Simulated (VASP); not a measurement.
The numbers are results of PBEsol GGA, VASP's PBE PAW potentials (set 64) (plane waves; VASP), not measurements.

The input files of a VASP run:

### POSCAR
```
CdTe
1
    0.0000000000     3.2421477846     3.2097263068
    3.2421477846     0.0000000000     3.2097263068
    3.2421477846     3.2421477846     0.0000000000
Cd Te
1 1
Direct
  0.0000000000   0.0000000000   0.0000000000
  0.2500000000   0.2500000000   0.2500000000
```

**KPOINTS**
```
Automatic mesh
0
Gamma
6 6 6
0 0 0
```

INCAR:
```
# general
SYSTEM =CdTe
PREC   =Accurate
ENCUT  =480   # plane-wave cut-off (eV)
LREAL  =.FALSE.   # projection in real space or not
LASPH  =.TRUE.   # aspherical one-centre terms

# electronic loop
EDIFF  =1E-7   # SCF stop (eV)
NELM   =100
ALGO   =Normal
LMAXMIX=4

# smearing
ISMEAR =0
SIGMA  =0.05

# functional
GGA    =PS

# ions
ISIF   =2   # forces and stress, cell fixed

# output
LWAVE  =.FALSE.
LCHARG =.FALSE.
```

POTCAR, in this order: Cd Te (PBE.64 set). Program: vasp_std.

Output of the run:

File OSZICAR:
```
       N       E                     dE             d eps       ncg     rms          rms(c)
DAV:   1     0.990140093823E+02    0.99014E+02   -0.81540E+03   788   0.112E+03
DAV:   2    -0.183289943699E+01   -0.10085E+03   -0.97217E+02   915   0.270E+02
DAV:   3    -0.570204820329E+01   -0.38691E+01   -0.38629E+01   900   0.556E+01
DAV:   4    -0.573790322138E+01   -0.35855E-01   -0.35852E-01  1129   0.491E+00
DAV:   5    -0.573799269522E+01   -0.89474E-04   -0.89474E-04   905   0.225E-01    0.576E+00
DAV:   6    -0.549991886665E+01    0.23807E+00   -0.54095E-01   870   0.103E+01    0.473E+00
DAV:   7    -0.548183991032E+01    0.18079E-01   -0.11511E-01   890   0.259E+00    0.190E+00
DAV:   8    -0.548088023494E+01    0.95968E-03   -0.10357E-02   835   0.142E+00    0.545E-01
DAV:   9    -0.548085530613E+01    0.24929E-04   -0.78349E-04   915   0.337E-01    0.130E-01
DAV:  10    -0.548088561755E+01   -0.30311E-04   -0.11871E-04   845   0.112E-01    0.562E-02
DAV:  11    -0.548090966262E+01   -0.24045E-04   -0.50211E-05   838   0.490E-02    0.376E-02
DAV:  12    -0.548090761214E+01    0.20505E-05   -0.48045E-06   920   0.174E-02    0.192E-02
DAV:  13    -0.548090751027E+01    0.10188E-06   -0.46574E-07   825   0.446E-03    0.117E-02
DAV:  14    -0.548090741833E+01    0.91931E-07   -0.50215E-07   880   0.563E-03
   1 F= -.54809074E+01 E0= -.54809074E+01  d E =-.170502E-14
```

OUTCAR:
```
------------------------ aborting loop because EDIFF is reached ----------------------------------------
  FORCE on cell =-STRESS in cart. coord.  units (eV):
  Direction    XX          YY          ZZ          XY          YZ          ZX
  --------------------------------------------------------------------------------------
  Total        0.2701828      0.2701828      0.3392148      0.0000000      0.0000000      0.0000000
  in kB        6.4151176      6.4151176      8.0541873      0.0000000      0.0000000      0.0000000
  external PRESSURE =       6.9614742 kB  Pullay stress =       0.0000000 kB
  volume of cell :       67.48
      direct lattice vectors                 reciprocal lattice vectors
     0.000000000  3.242147785  3.209726307    -0.154218757  0.154218757  0.155776522
     3.242147785  0.000000000  3.209726307     0.154218757 -0.154218757  0.155776522
     3.242147785  3.242147785  0.000000000     0.154218757  0.154218757 -0.155776522
  FREE ENERGIE OF THE ION-ELECTRON SYSTEM (eV)
  ---------------------------------------------------
  free  energy   TOTEN  =        -5.4809074183 eV

  energy  without entropy=       -5.4809074183  energy(sigma->0) =       -5.48090742
```
(Selected blocks of OUTCAR.)

The compound is CdTe in the zinc blende structure. This cell was strained or had an atom moved on purpose.
